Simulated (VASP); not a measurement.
Wanted: the native input for a VASP 6.6.1 run.

```yaml
Task: single point
Functional: LDA
Potentials_or_basis: VASP PAW LDA potentials, release 64 (Y_sv, Cu)
Cutoff: 520 eV
k_mesh: 16 × 16 × 16
Occupations: gaussian, width 0.15 eV
Spin: no spin polarisation
Dipole_correction: no
Further_INCAR_settings: ALGO = Fast; EDIFF = 1e-07; NBANDS = 18
```

The structure of YCu lies in POSCAR:

```
YCu
1.0
    3.4581153900      0.0000000000      0.0000000000
    0.0000000000      3.4581153900      0.0000000000
    0.0000000000      0.0000000000      3.4581153900
Y Cu
1 1
Direct
    0.0000000000      0.0000000000      0.0000000000
    0.5000000000      0.5000000000      0.5000000000
```

The cell comes from a database or a generator and needn't be the stable form of this composition.

The input as run:

INCAR

```
ALGO = Fast ; EDIFF = 1E-7
ENCUT = 520 ; ISIF = 2
ISMEAR = 0 ; LASPH = T
LCHARG = F ; LREAL = F
LWAVE = F ; NBANDS = 18
NELM = 100 ; PREC = Accurate
SIGMA = 0.15
```

KPOINTS

```
k-points
0
Gamma
  16 16 16
```

Potentials or basis: VASP PAW LDA potentials, release 64 (Y_sv, Cu).

Launch:

```sh
$ cat potpaw_LDA.64/Y_sv/POTCAR potpaw_LDA.64/Cu/POTCAR > POTCAR
$ mpirun -np 1 vasp_std > vasp.out
```

Results of the run:

```
Pressure               : -4.9 GPa
Band gap on the k mesh : none (metal or under the smearing width)
```

Wall time 3.9 min on 1 thread of Intel(R) Xeon(R) Platinum 8375C CPU @ 2.90GHz (Ice Lake), on a shared host, peak memory 0.27 GiB.
